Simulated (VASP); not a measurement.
Here is the system:

```
Sb
1.0
    3.95734    -2.15500     0.00000
    3.95734     2.15500     0.00000
    2.78382     0.00000     3.54329
Sb
2
Cartesian
  2.49810   0.00000   0.82736
  8.20040   0.00000   2.71593
```

Method: PBE GGA, VASP's PBE PAW potentials (set 64) (plane waves; VASP). Run with 300 eV cut-off, 7×7×7 Γ-centred mesh, Fermi-Dirac smearing of 0.10 eV, potentials Sb.

Predict the energy per atom (σ→0), pressure, largest force.

| Quantity | Result |
|---|---|
| energy per atom (σ→0) | -4.134 eV/atom |
| pressure | 2.75 GPa |
| largest force | 0.00404 Ha/bohr |

Only differences to runs with the same potentials and settings are physical.

The structure is a typed Sb crystal (R-3m). The cell was not relaxed at this level.
